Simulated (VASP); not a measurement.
An input for Quantum ESPRESSO's pw.x (written as the equivalent of a VASP run, and not itself run):

```
&CONTROL
  calculation = 'scf'
  pseudo_dir = './pseudo'
  outdir = './out'
  tprnfor = .true.
  tstress = .true.
/
&SYSTEM
  ibrav = 0
  nat = 3
  ntyp = 1
  ecutwfc = 86
  occupations = 'smearing'
  smearing = 'gaussian'
  degauss = 0.000735
  input_dft = 'pbe'
/
&ELECTRONS
  conv_thr = 7.3e-10
  electron_maxstep = 100
/
ATOMIC_SPECIES
  Se 78.971 Se.upf
CELL_PARAMETERS angstrom
     4.5048200    0.0000000    0.0000000
    -2.2524100    3.9012890    0.0000000
     0.0000000    0.0000000    4.9788000
ATOMIC_POSITIONS crystal
  Se   0.2178900  0.0000000  0.3333330
  Se   0.0000000  0.2178900  0.6666670
  Se   0.7821100  0.7821100  0.0000000
K_POINTS automatic
  4 4 3 0 0 0
```

Translate this input to VASP (INCAR, KPOINTS, POSCAR, choice of POTCAR).

One answer among several that fit: 
INCAR:
```
SYSTEM = Se
PREC = Normal; ENCUT = 350; LREAL = .FALSE.
LASPH = .TRUE.
EDIFF = 1E-8; NELM = 100; ALGO = Normal
ISMEAR = 0; SIGMA = 0.01
GGA = PE
LWAVE = .TRUE.; LCHARG = .FALSE.
```

**KPOINTS**
```
K-points
0
G
 4 4 3
0 0 0
```

### POSCAR
```
Se
1
    4.5048200000     0.0000000000     0.0000000000
   -2.2524100000     3.9012890000     0.0000000000
    0.0000000000     0.0000000000     4.9788000000
Se
3
Direct
  0.2178900000   0.0000000000   0.3333330000
  0.0000000000   0.2178900000   0.6666670000
  0.7821100000   0.7821100000   0.0000000000
```

POTCAR, in this order: Se_GW (PBE.64 set). Program: vasp_std.

The two are equivalent in intent, not identical: the potentials are each code's own (VASP's PAW set, PseudoDojo norm-conserving files in pw.x), so ENCUT and ecutwfc are chosen apart and not converted; conv_thr bounds pw.x's estimated SCF error, while EDIFF bounds the energy change between steps.

The structure comes from a computed database's Se entry (P3_121); how it stands against other phases isn't given here. The cell was not relaxed at this level. The k-mesh is coarse (spacing up to 0.42 per Å, 2π included), so the numbers may not be converged in it.
